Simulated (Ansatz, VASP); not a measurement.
# CuSb: VASP beside Ansatz

Wanted: the spread between two codes on one cell, functional and k mesh. The cell is invented: As first built, before any earlier steps moved the atoms (in the runner's words): it takes the TlAs structure with all of its atoms replaced by other elements, volume scaled by an estimate. It may not be a known or stable phase. The cell is taken from a series of VASP runs on this material, whose earlier steps may have relaxed, scaled or displaced it; both programs get it as it stands.

Main program and level: Ansatz 0.2.0; plane waves, with VASP 6.6.1 beside it; single point at PBEsol.

### 1. The starting structure

The structure is cubic, space group F-43m (No. 216). The conventional cell has a = 5.758 Å, b = 5.758 Å, c = 5.758 Å, α = 90.00°, β = 90.00°, γ = 90.00°. Sb has 4 Cu at 2.49 Å nearest. Nearest to Cu lie 4 Sb at 2.49 Å. As first built, before any earlier steps moved the atoms (in the runner's words): sites of the TlAs structure (space group 216) filled with other elements, volume scaled by an estimate. Farther neighbours are not listed.

Structure file:

```cif
data_structure
_symmetry_space_group_name_H-M 'P 1'
_symmetry_Int_Tables_number 1
_cell_length_a 4.0717
_cell_length_b 4.0717
_cell_length_c 4.0717
_cell_angle_alpha 60.000
_cell_angle_beta 60.000
_cell_angle_gamma 60.000
_cell_volume 47.73
loop_
_atom_site_label
_atom_site_type_symbol
_atom_site_fract_x
_atom_site_fract_y
_atom_site_fract_z
_atom_site_occupancy
Sb1 Sb 0.75000 0.75000 0.75000 1
Cu2 Cu 0.00000 0.00000 0.00000 1
```

### 2. VASP: single point, PBEsol

A single point gives forces, pressure and levels at one fixed geometry, so differences don't come from the geometry; what else differs is listed under the comparison.

Lines of VASP's logs that name or quote its potential files are left out, and so is its time.

INCAR reads:

```
SYSTEM = CuSb
PREC = Accurate
ENCUT = 400
EDIFF = 1E-06
NELM = 100
ISMEAR = -5
SIGMA = 0.05
LREAL = .FALSE.
ALGO = Normal
GGA = PS
LORBIT = 11
LWAVE = .FALSE.
LCHARG = .FALSE.
NEDOS = 2001
```

POSCAR reads:

```
CuSb
1.0
    0.0000000000      2.8791256596      2.8791256596
    2.8791256596      0.0000000000      2.8791256596
    2.8791256596      2.8791256596      0.0000000000
Sb Cu
1 1
Direct
    0.7500000000      0.7500000000      0.7500000000
    0.0000000000      0.0000000000      0.0000000000
```

KPOINTS reads:

```
Automatic mesh
0
Gamma
12 12 12
0 0 0
```

PAW data sets: Sb and Cu (PBE family, release 64).

Run with:

```bash
mpirun -np 1 vasp_std
```

Numbers of over 12 decimals in the logs are rounded to 6 here.

Log:

```text
[banner, memory and clock lines left out]
running    1 mpi-ranks, on    1 nodes
 distrk:  each k-point on    1 cores,    1 groups
 distr:  one band on    1 cores,    1 groups

 POSCAR found type information on POSCAR SbCu
 POSCAR found :  2 types and       2 ions
|                                                                             |
|               ----> ADVICE to this user running VASP <----                  |
|                                                                             |
|     You enforced a specific xc type in the INCAR file but a different       |
|     [... a line on the potential file left out ...]
|     I HOPE YOU KNOW WHAT YOU ARE DOING!                                     |
|                                                                             |

 LDA part: xc-table for (Slater+PW92), standard interpolation
 POSCAR, INCAR and KPOINTS ok, starting setup
 FFT: planning ... GRIDC
 FFT: planning ... GRID_SOFT
 FFT: planning ... GRID
 WAVECAR not read
 entering main loop
       N       E                     dE             d eps       ncg     rms          rms(c)
DAV:   1     0.742385524846E+02    0.74239E+02   -0.58735E+03  1728   0.118E+03
DAV:   2    -0.618721408662E+01   -0.80426E+02   -0.75344E+02  1760   0.230E+02
DAV:   3    -0.954688795022E+01   -0.33597E+01   -0.32573E+01  2240   0.620E+01
DAV:   4    -0.962120094881E+01   -0.74313E-01   -0.74261E-01  1996   0.809E+00
DAV:   5    -0.962437241542E+01   -0.31715E-02   -0.31736E-02  2484   0.190E+00    0.118E+01
DAV:   6    -0.109465676654E+02   -0.13222E+01   -0.42999E+01  1980   0.203E+02    0.982E+00
DAV:   7    -0.820097378828E+01    0.27456E+01   -0.86400E+00  2044   0.905E+01    0.267E+00
DAV:   8    -0.814507609200E+01    0.55898E-01   -0.38285E-01  2696   0.113E+01    0.135E+00
DAV:   9    -0.811301239539E+01    0.32064E-01   -0.14674E-01  2156   0.114E+01    0.750E-01
DAV:  10    -0.811244002374E+01    0.57237E-03   -0.17373E-02  2084   0.143E+00    0.203E-01
DAV:  11    -0.811198613769E+01    0.45389E-03   -0.10968E-03  2672   0.881E-01    0.169E-01
DAV:  12    -0.811186391095E+01    0.12223E-03   -0.40725E-04  2488   0.521E-01    0.776E-02
DAV:  13    -0.811185913185E+01    0.47791E-05   -0.54907E-05  2736   0.158E-01    0.104E-02
DAV:  14    -0.811185920801E+01   -0.76158E-07   -0.58952E-06  1784   0.731E-02
   1 F= -.81118592E+01 E0= -.81118592E+01  d E =0.000000E+00
|                                                                             |
|           W    W    AA    RRRRR   N    N  II  N    N   GGGG   !!!           |
|           W    W   A  A   R    R  NN   N  II  NN   N  G    G  !!!           |
|           W    W  A    A  R    R  N N  N  II  N N  N  G       !!!           |
|           W WW W  AAAAAA  RRRRR   N  N N  II  N  N N  G  GGG   !            |
|           WW  WW  A    A  R   R   N   NN  II  N   NN  G    G                |
|           W    W  A    A  R    R  N    N  II  N    N   GGGG   !!!           |
|                                                                             |
|     Tetrahedron method does not include variations of the Fermi             |
|     occupations, so forces and stress will be inaccurate. We suggest        |
|     using a different smearing scheme ISMEAR = 1 or 2 for metals in         |
|     relaxations.                                                            |
|                                                                             |
```

OUTCAR, selected parts (step 2):

```text
ion  position               nearest neighbor table
   1  0.750  0.750  0.750-   2 2.49   2 2.49   2 2.49   2 2.49
   2  0.000  0.000  0.000-   1 2.49   1 2.49   1 2.49   1 2.49

  LATTYP: Found a face centered cubic cell.
 ALAT       =     5.7582513192

 Subroutine GETGRP returns: Found 24 space group operations
 (whereof 24 operations were pure point group operations)

The static configuration has the point symmetry T_d .

 Found     72 irreducible k-points:

   k-points           NKPTS =     72   k-points in BZ     NKDIM =     72   number of bands    NBANDS=     12

   dimension x,y,z NGX =    28 NGY =   28 NGZ =   28
   dimension x,y,z NGXF=    56 NGYF=   56 NGZF=   56

   ENCUT  =  400.0 eV  29.40 Ry    5.42 a.u.   6.64  6.64  6.64*2*pi/ulx,y,z

   NELECT =      16.0000    total number of electrons

 k-points in reciprocal lattice and weights: Automatic mesh
   0.00000000  0.00000000  0.00000000       0.001
   0.08333333  0.00000000  0.00000000       0.005
   0.16666667  0.00000000  0.00000000       0.005
   0.25000000  0.00000000  0.00000000       0.005
   0.33333333  0.00000000  0.00000000       0.005
   0.41666667  0.00000000  0.00000000       0.005
   0.50000000  0.00000000  0.00000000       0.002
   0.08333333  0.08333333  0.00000000       0.003
   0.16666667  0.08333333  0.00000000       0.014
[...]
-0.33333333  0.50000000  0.16666667       0.007
  -0.25000000  0.50000000  0.25000000       0.003

 average (electrostatic) potential at core
       1 -86.8880       2 -66.1424

 E-fermi :   5.1670

 k-point     1 :       0.0000    0.0000    0.0000
  band No.  band energies     occupation
    ...
      2       1.4658      2.00000
      3       1.4658      2.00000
      4       1.4658      2.00000
      5       2.1377      2.00000
      6       2.1377      2.00000
      7       7.8963      0.00000
      8       7.8963      0.00000
      9       7.8963      0.00000
     10       9.9922      0.00000
     11      11.0008      0.00000
    ...

 k-point     2 :       0.0833    0.0000    0.0000
  band No.  band energies     occupation
    ...
      2       1.4357      2.00000
      3       1.4771      2.00000
      4       1.4771      2.00000
      5       2.1343      2.00000
      6       2.1343      2.00000
      7       7.0036      0.00000
      8       7.7364      0.00000
      9       7.7364      0.00000
     10      10.2722      0.00000
     11      11.2012      0.00000
    ...

 k-point     3 :       0.1667    0.0000    0.0000
  band No.  band energies     occupation
    ...
      2       1.3455      2.00000
      3       1.5062      2.00000
      4       1.5062      2.00000
      5       2.1274      2.00000
      6       2.1274      2.00000
      7       5.5373      0.33415
      8       7.3752      0.00000
      9       7.3752      0.00000
     10      10.0688      0.00000
     11      11.6092      0.00000
    ...

  Total        0.0104997      0.0104997      0.0104997      0.0000000      0.0000000      0.0000000
  in kB        0.3524331      0.3524331      0.3524331      0.0000000      0.0000000      0.0000000
  external PRESSURE =       0.3524331 kB  Pullay stress =       0.0000000 kB

  energy-cutoff  :      400.00
  volume of cell :       47.73
      direct lattice vectors                 reciprocal lattice vectors
     0.000000000  2.879125660  2.879125660    -0.173663834  0.173663834  0.173663834
     2.879125660  0.000000000  2.879125660     0.173663834 -0.173663834  0.173663834
     2.879125660  2.879125660  0.000000000     0.173663834  0.173663834 -0.173663834

 POSITION                                       TOTAL-FORCE (eV/Angst)
 -----------------------------------------------------------------------------------
      4.31869      4.31869      4.31869         0.000000      0.000000      0.000000
      0.00000      0.00000      0.00000        -0.000000     -0.000000     -0.000000
 -----------------------------------------------------------------------------------
    total drift:                                0.000001      0.000001      0.000001

  FREE ENERGIE OF THE ION-ELECTRON SYSTEM (eV)
  ---------------------------------------------------
  free  energy   TOTEN  =        -8.1118592080 eV

  energy  without entropy=       -8.1118592080  energy(sigma->0) =       -8.11185921

 total charge
# of ion       s       p       d       tot
------------------------------------------
    1        1.166   1.230   0.045   2.441
    2        0.509   0.378   9.158  10.045
--------------------------------------------------
tot          1.675   1.609   9.203  12.486

[... 3 further parts left out ...]
```

The run ends at a pressure of 0.04 GPa.

### 3. Ansatz: single point, PBEsol

Ansatz runs on its default PAW (the set named soft_2) files.

The same cell, functional, mesh and smearing now go to Ansatz, which takes its cutoff from its data sets.

input.yaml reads:

```yaml
crystal:
  lattice:
    - [0.0, 2.8791256596, 2.8791256596]
    - [2.8791256596, 0.0, 2.8791256596]
    - [2.8791256596, 2.8791256596, 0.0]
  atoms:
    - { symbol: Sb, position: [0.75, 0.75, 0.75] }
    - { symbol: Cu, position: [0.0, 0.0, 0.0] }
hamiltonian:
  xc: pbesol
  pseudopotentials: { kind: paw }
kpoints:
  mp_grid: { grid: [12, 12, 12] }
scf:
  occupations: { method: tetrahedron }
output:
  forces: true
  stress: true
```

Run with:

```bash
ansatz run input.yaml --threads 2 --pin off --max-ram 4608MiB --backend cpu --events-out ev --progress --plain --runs-dir out
```

Log:

```text
Warning: output.forces, output.stress, relax.cell or npt_langevin: where a Kohn–Sham band that disperses or a degenerate level is filled in part under the method tetrahedron, the forces or the stress that this run publishes need not agree with its energy (scf.occupations.method in the input reference, under Limitations); prefer a smearing scheme for the forces or the stress
Engine: ansatz 0.2.0, aarch64-unknown-linux-gnu
Pseudopotentials: kind: paw
Pseudopotential: Sb, paw, valence charge 15, recommended cutoff 420 eV (normal), Sb.paw.azcp
Pseudopotential: Cu, paw, valence charge 19, recommended cutoff 420 eV (normal), Cu.paw.azcp
Functional definition: PBEsol
  exchange = pbesol_x
  correlation = pbesol_c
Crystal: 2 atoms, lattice volume = 47.732 Å³
Basis set: ecut = 420 eV, 941 PW (Γ), exchange–correlation on 60×60×60 points (8 copies of the dense FFT grid, shifted against one another)
Bands: 21, of which v1, the nominal top of the filled ones, is band 17 counted from 1 (16 counted from 0)
Symmetry: 24 space group operations
Space group: F-43m (ITA 216), of the structure as read, at distance tolerance 3.6e-5 Å
k-points: 72 of 1728 (time reversal used)
Non-local potential: Sb, projectors of the file, l = 0: 2, l = 1: 2, l = 2: 2, l = 3: 2
Non-local potential: Cu, projectors of the file, l = 0: 3, l = 1: 2, l = 2: 3, l = 3: 1
PAW form: soft (Blöchl's): semilocal exchange-correlation on the pseudo side does not see the compensation charge
PAW frozen core: Sb, regenerated for the run's functional, and the local potential with it (the file was generated under x = pbe(κ = 0.804, μ = 0.219515), c = pbe(β = 0.066725))
PAW frozen core: Cu, regenerated for the run's functional, and the local potential with it (the file was generated under x = pbe(κ = 0.804, μ = 0.219515), c = pbe(β = 0.066725))
PAW one-centre angular grid: Sb, 590 points (default); XC on 64 Gauss nodes
PAW one-centre angular grid: Cu, 590 points (default); XC on 64 Gauss nodes
Initial density: superposition of atomic densities (neutral atoms: chi_scale 0, normalization atom), corrected by the library's trained network
Initial wavefunctions: pseudopotential atomic-orbital guess
Functional: x = pbesol(κ = 0.804, μ = 0.123457), c = pbesol(β = 0.046)
SCF iter   1: F=—  HF=-12996.102604 eV  |F-HF|=—  |Δ(HF+E_count)|=         —  Δρ=1.09e-2  dr2=3.50e-2  ethr=1.77e-3  ⟨swp⟩=6.2  Hψ=7049  notcnv=0
preconditioner: auto → Kerker (q_TF=auto, 2.578 Å⁻¹)  [metal: no gap  n_scr=14 (ndim 8)  ℏωp=21.5 eV  f_vac=0.067]
SCF iter   2: F=—  HF=-12996.102166 eV  |F-HF|=—  |Δ(HF+E_count)|=   4.39e-4  Δρ=1.04e-2  dr2=3.25e-2  ethr=1.03e-4  ⟨swp⟩=2.0  Hψ=3511  notcnv=0  defer=18
SCF iter   3: F=—  HF=-12996.094889 eV  |F-HF|=—  |Δ(HF+E_count)|=   7.28e-3  Δρ=1.72e-3  dr2=1.74e-3  ethr=9.56e-5  ⟨swp⟩=2.0  Hψ=2231  notcnv=0  defer=18
SCF iter   4: F=—  HF=-12996.094861 eV  |F-HF|=—  |Δ(HF+E_count)|=   2.83e-5  Δρ=6.99e-4  dr2=3.47e-4  ethr=5.12e-6  ⟨swp⟩=2.1  Hψ=2255  notcnv=0  defer=18
SCF iter   5: F=—  HF=-12996.094897 eV  |F-HF|=—  |Δ(HF+E_count)|=   3.55e-5  Δρ=2.33e-4  dr2=1.81e-5  ethr=1.02e-6  ⟨swp⟩=2.9  Hψ=2468  notcnv=0  defer=18
SCF iter   6: F=—  HF=-12996.094888 eV  |F-HF|=—  |Δ(HF+E_count)|=   8.58e-6  Δρ=1.97e-4  dr2=1.60e-5  ethr=5.31e-8  ⟨swp⟩=2.2  Hψ=2917  notcnv=0  defer=18
SCF iter   7: F=—  HF=-12996.094886 eV  |F-HF|=—  |Δ(HF+E_count)|=   2.21e-6  Δρ=3.84e-5  dr2=8.69e-7  ethr=4.71e-8  ⟨swp⟩=2.0  Hψ=1770  notcnv=0  defer=18
SCF iter   8: F=-12996.094886 eV  HF=-12996.094886 eV  |F-HF|=1.44e-8  |Δ(HF+E_count)|=   2.38e-7  Δρ=1.23e-5  dr2=8.86e-8  ethr=2.94e-10  ⟨swp⟩=4.3  Hψ=6579  notcnv=0
SCF 1 converged in 8 iterations: F = -12996.094886 eV  dr2 = 8.86e-8
  greatest PAW one-centre occupation: 1.000 electrons in one spin orbital (limit 2), on the Cu atom at site 1 (counted from 0), in its partial waves of l = 0
SCF converged after 8 iterations
Stability not checked: this state was not tested for a lower state beside it, because cold or Methfessel-Paxton smearing, or corrected tetrahedra, fill the levels in a way that the test cannot read (fill_not_monotonic; see scf.lower_state_search)
Free energy (F): -12996.094886 eV
Harris-Foulkes:  -12996.094886 eV  (|F-HF|=1.44e-8)
Internal energy: -12996.094885 eV  (E = F + TS)
E sigma→0 (E₀):  -12996.094886 eV
Entropy (-TS):   -0.000000 eV (-0.000 meV/atom)
Fermi energy:    9.202379 eV
--- Per-component energies (eV) ---
  E_band       = -677.203484
  E_kinetic    = 507.569890
  E_local      = -7168.995087  (includes V_loc(G=0)·N_el)
  E_nonlocal   = 756.241067
  E_hartree    = 3192.012924
  E_xc         = -225.765733
  E_vxc        = -211.079468  (∫ρ·V_xc dr)
  E_paw        = -6126.808808  (= ΣΔE_a)
  E_vpaw       = -944.964687  (= ΣTr[D̂ρ^β])
  E_aug_tail   = 0.000280  (compensation charges beyond the density's cutoff)
  E_ewald      = -3930.887478
  E_core_change = 0.538059  (= ΣΔE_core)
  E_smearing   = -0.000000  (= −TS)
  E_closure    = 0.000000  (closes the sum)
  Σ components = -12996.094886   (vs F -12996.094886, Δ=0.00e0)
--- Forces (eV/Å), atoms counted from 1 ---
  atom   1  Sb     0.00000000    -0.00000000    -0.00000000
  atom   2  Cu    -0.00000000     0.00000000     0.00000000
  max |Σ_I F_I| component: 1.11e-16 eV/Å
--- Stress (GPa, compression-positive) ---
        0.143231       0.000000       0.000000
        0.000000       0.143231      -0.000000
        0.000000      -0.000000       0.143231
  P = ⅓ Tr σ = 0.1432 GPa (1.432 kbar)
--- Band table (eV; the first three rows and the last of 72) ---
  k-point 0: bands = [... 13 lower, 6.2002, 6.2002, 11.9357, 11.9357, 11.9357, 13.9874, 15.0606, 15.0606]
  k-point 1: bands = [... 13 lower, 6.1969, 6.1969, 11.0389, 11.7748, 11.7748, 14.2810, 15.2641, 15.2641]
  k-point 2: bands = [... 13 lower, 6.1901, 6.1901, 9.5743, 11.4119, 11.4119, 14.0889, 15.6791, 15.6791]
  k-point 71: bands = [... 13 lower, 6.1530, 6.3602, 6.6446, 7.3642, 7.8516, 15.7105, 16.6181, 16.6234]
```

The job ended after 6.5 s (2 threads of Arm Neoverse N1, shared host; peak memory 0.38 GiB).

The run ends at a pressure of 0.14 GPa.

### 4. Differences

Known differences besides the potentials themselves: the data sets hold 34 valence electrons in Ansatz (default PAW (the set named soft_2) files) and 16 in VASP; the cutoff is 420 eV in Ansatz and 400 eV in VASP; Ansatz makes its cores anew for this functional, VASP keeps those of its PBE data sets; VASP leaves aspherical gradient terms in its spheres out (LASPH is not set), Ansatz keeps them. Total energies have different zeros and are not compared.

Compared:

| quantity | Ansatz | VASP | difference |
| --- | --- | --- | --- |
| pressure (GPa) | 0.14 | 0.04 | +0.11 |
| pressure without Ansatz's Pulay correction (GPa) | 0.09 | 0.04 | +0.06 |

Ansatz's pressure holds a Pulay correction of 0.05 GPa; VASP's holds none.

### 5. Outcome

| Property | Result |
| --- | --- |
| difference in pressure (single point, PBEsol) | 0.11 GPa |

What this shows: The difference in pressure is 0.11 GPa (single point, PBEsol), within the 1 GPa picked in this series as the mark of a large difference. How closely two codes agree says nothing of how well the functional describes the real material.

[Lines on the potential files, build, host, timing and source positions are cut from VASP's logs without a mark.]

[Logs are printed without paths, hosts, clocks, repeated set-up lines and the standing remarks that a program may print on its own settings, such as how far it seeks lower states.]

[Hosts, paths, dates, database ids (printed as entryN), source tags and the programs' standing remarks are cut or masked in the printed files.]
